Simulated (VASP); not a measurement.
```yaml
crystal:
  lattice:
    - [0.00000, 3.12893, 3.12893]
    - [3.12893, 0.00000, 3.12893]
    - [3.12893, 3.12893, 0.00000]
  atoms:
    - { symbol: Pt, position: [0.00000, 0.00000, 0.00000] }
    - { symbol: Se, position: [0.25000, 0.25000, 0.25000] }
    - { symbol: Se, position: [0.75000, 0.75000, 0.75000] }
```

Level of theory: r2SCAN meta-GGA, VASP's PBE PAW potentials (set 64) (plane waves; VASP). Numerical set-up: 400 eV cut-off, 8×8×8 Γ-centred mesh, first-order Methfessel-Paxton smearing of 0.10 eV, potentials Pt Se.

Unless said otherwise, spin-orbit coupling is left out, though it shifts the bands of the heavy elements here.

Estimate the energy per atom (σ→0), band gap (on the k-mesh) with the smallest direct gap where there is one.

```
Item                                                        Result
------------------------  ----------------------------------------
band gap (on the k-mesh)  none (metal, semimetal or under 0.01 eV)
energy per atom (σ→0)                              -26.538 eV/atom
```

Total energies compare only between runs with the same potentials, cut-off and functional.

The structure was generated: PtSe2 was put into the fluorite type (Fm-3m), which need not be its known phase. It was relaxed first, which changed the volume by +12 %. The start is the result of an earlier pass.
